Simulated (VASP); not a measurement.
An input for Ansatz (written as the equivalent of a VASP run, and not itself run):

Ansatz 0.2 input:
```yaml
crystal:
  lattice:
    - [4.5728390, 0.0000000, 0.0000000]
    - [0.0000000, 4.5728390, 0.0000000]
    - [0.0000000, 0.0000000, 4.5728390]
  atoms:
    - { symbol: Cs, position: [0.0000000, 0.0000000, 0.0000000] }
    - { symbol: I, position: [0.5000000, 0.5000000, 0.5000000] }
kpoints:
  mp_grid: { grid: [7, 7, 7] }
hamiltonian:
  xc: pbe
  pseudopotentials: { kind: paw }
scf:
  occupations: { method: gaussian, width: 0.05 }
  max_iter: 100
output: { forces: true, stress: true, eigenvalues: true }
```

### Question
Write the VASP files for the same calculation (PBE).

### Answer
This is not unique; one that fits is 
POSCAR:
```
CsI
1
    4.5728390000     0.0000000000     0.0000000000
    0.0000000000     4.5728390000     0.0000000000
    0.0000000000     0.0000000000     4.5728390000
Cs I
1 1
Direct
  0.0000000000   0.0000000000   0.0000000000
  0.5000000000   0.5000000000   0.5000000000
```

INCAR:
```
ALGO=Normal
EDIFF=1E-6
ENCUT=300
GGA=PE
ISIF=2
ISMEAR=0
LASPH=T
LCHARG=F
LMAXMIX=4
LREAL=F
LWAVE=F
NELM=100
PREC=Accurate
SIGMA=0.05
SYSTEM=CsI
```

**KPOINTS**
```
Automatic mesh
0
G
  7 7 7
```

POTCAR, in this order: Cs_sv I (PBE.64 set). Program: vasp_std.

The two are equivalent in intent, not identical: each code has its own PAW files, so the cut-off isn't converted (ENCUT is set for VASP's; basis.ecutwfc is left out, and Ansatz then takes the one that its files recommend); Ansatz stops its SCF on the density residual and VASP on the energy change (EDIFF).

The structure comes from a computed database's CsI entry; how it stands against other phases isn't given here. The cell was not relaxed at this level.
